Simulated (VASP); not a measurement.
VASP input:

**KPOINTS**
```
Automatic mesh
0
Gamma
8 8 8
0 0 0
```

**INCAR**
```
SYSTEM = FeO
PREC = Accurate
ENCUT = 520
EDIFF = 1E-6
NELM = 100
ALGO = Normal
LREAL = .FALSE.
LASPH = .TRUE.
ISMEAR = 0
SIGMA = 0.05
GGA = PE
LMAXMIX = 4
ISPIN = 2
MAGMOM = 4.0 -4.0 0.0 0.0
LORBIT = 10
LWAVE = .FALSE.
LCHARG = .FALSE.
ISIF = 2
LDAU = .TRUE.
LDAUTYPE = 2
LDAUL = 2 -1
LDAUU = 8.0 0
LDAUJ = 0 0
LDAUPRINT = 1
```

File POSCAR:
```
FeO
1
    4.3300000000     2.1650000000     2.1650000000
    2.1650000000     4.3300000000     2.1650000000
    2.1650000000     2.1650000000     4.3300000000
Fe O
2 2
Direct
  0.0000000000   0.0000000000   0.0000000000
  0.5000000000   0.5000000000   0.5000000000
  0.2500000000   0.2500000000   0.2500000000
  0.7500000000   0.7500000000   0.7500000000
```

POTCAR, in this order: Fe O (PBE.64 set). Program: vasp_std.

Q: Translate this PBE+U calculation to Ansatz.

A: One equivalent input (not run):
Ansatz 0.2 input:
```yaml
crystal:
  lattice:
    - [4.3300000, 2.1650000, 2.1650000]
    - [2.1650000, 4.3300000, 2.1650000]
    - [2.1650000, 2.1650000, 4.3300000]
  atoms:
    - { symbol: Fe, position: [0.0000000, 0.0000000, 0.0000000], spin: 4 }
    - { symbol: Fe, position: [0.5000000, 0.5000000, 0.5000000], spin: -4 }
    - { symbol: O, position: [0.2500000, 0.2500000, 0.2500000] }
    - { symbol: O, position: [0.7500000, 0.7500000, 0.7500000] }
kpoints:
  mp_grid: { grid: [8, 8, 8] }
hamiltonian:
  xc: pbe
  pseudopotentials: { kind: paw }
  hubbard:
    sites:
      - { species: Fe, l: d, u_eff: 8 }
magnetization: { spin_polarized: true }
scf:
  occupations: { method: gaussian, width: 0.05 }
  max_iter: 100
output: { forces: true, stress: true, eigenvalues: true }
```
Limits of the translation: each code has its own PAW files, so the cut-off isn't converted (ENCUT is set for VASP's; basis.ecutwfc is left out, and Ansatz then takes the one that its files recommend); Ansatz stops its SCF on the density residual and VASP on the energy change (EDIFF); the +U projectors differ, so the same U acts differently.

The compound is FeO in the rock salt, AFM-II order structure. The cell was not relaxed at this level. The k-mesh is coarse (spacing up to 0.30 per Å, 2π included), so the numbers may not be converged in it. The run is one of a series of settings (LDAU = .TRUE., LDAUJ = 0 0, LDAUL = 2 -1, LDAUTYPE = 2, LDAUU = 8.0 0 against the base run), some of them coarse on purpose.
